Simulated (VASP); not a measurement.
Consider the following.

```xyz
6
Lattice="4.1999 0.0000 0.0000 0.0000 4.1999 0.0000 0.0000 0.0000 4.1999" Properties=species:S:1:pos:R:3 pbc="T T T"
Cu     3.1499     1.0500     3.1499
Cu     1.0500     3.1499     3.1499
Cu     3.1499     3.1499     1.0500
Cu     1.0500     1.0500     1.0500
O      0.0000     0.0000     0.0000
O      2.0999     2.0999     2.0999
```

Method: PBE GGA, VASP's PBE PAW potentials (set 64) (plane waves; VASP). Numerical set-up: 620 eV cut-off, 5×5×5 Γ-centred mesh, Gaussian smearing of 0.050 eV, potentials Cu O.

Energy and stress use the plane-wave basis of the starting cell.

Q: The ions, cell shape and volume at an external pressure of 20.0 GPa are relaxed. Predict the relaxed structure.

A: 
```xyz
6
Lattice="4.1229 0.0000 0.0000 0.0000 4.1229 0.0000 0.0000 0.0000 4.1229" Properties=species:S:1:pos:R:3 pbc="T T T"
Cu     3.0922     1.0307     3.0922
Cu     1.0307     3.0922     3.0922
Cu     3.0922     3.0922     1.0307
Cu     1.0307     1.0307     1.0307
O      0.0000     0.0000     0.0000
O      2.0615     2.0615     2.0615
```
Space group Pn-3m (224), at a tolerance of 0.03 Å.

Q: How do energy and volume change from the first to the last step?

A: The energy (σ→0) changes by +61.2 meV/atom and the volume by -5.4 %, in 3 ionic steps.

The compound is Cu2O in the cuprite structure. This run relaxes it under an external pressure of 20 GPa. Symmetry was kept, so distortions that lower it aren't found.
